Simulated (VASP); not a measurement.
Here is a VASP 6.6.1 calculation.

The input INCAR:

```
PREC     = Accurate       # precision mode
ENCUT    = 520            # plane-wave cutoff, eV
EDIFF    = 1E-7           # SCF threshold, eV
ISMEAR   = -1             # smearing method
SIGMA    = 0.05           # smearing width, eV
LREAL    = F              # projectors in reciprocal space
LASPH    = T              # aspherical terms in the spheres
NELM     = 80             # most SCF steps
ALGO     = Normal         # electronic algorithm
ISIF     = 2              # what is computed and relaxed
LWAVE    = F              # write WAVECAR
LCHARG   = F              # write CHGCAR
GGA      = PS             # functional
NBANDS   = 32             # bands
KPAR     = 2
```

The input KPOINTS:

```
regular mesh
0
Gamma
  6 6 6
```

File POSCAR:

```
Zr3S2
1.0
    2.9025379727      1.6757810799      3.4877732718
   -2.9025379727      1.6757810799      3.4877732718
    0.0000000000     -3.3515621597      3.4877732718
Zr S
3 2
Direct
    0.8387270000      0.5000000000      0.1612730000
    0.5000000000      0.1612730000      0.8387270000
    0.1612730000      0.8387270000      0.5000000000
    0.6650230000      0.6650230000      0.6650230000
    0.3349770000      0.3349770000      0.3349770000
```

Potentials or basis: VASP PAW PBE potentials, release 64 (Zr_sv, S).

Run with:

```bash
$ cat potpaw_PBE.64/Zr_sv/POTCAR potpaw_PBE.64/S/POTCAR > POTCAR
$ mpirun -np 2 vasp_std > vasp.out
```

(1) What does it give for the largest force?

(2) Estimate the pressure.

(3) Estimate the band gap on the k mesh.

Answers

(1) 0.126 eV/Å.

(2) -5.0 GPa.

(3) none (metal or under the smearing width).

Caveat: the PAW data sets were made with another functional, which shifts forces and pressure a little.
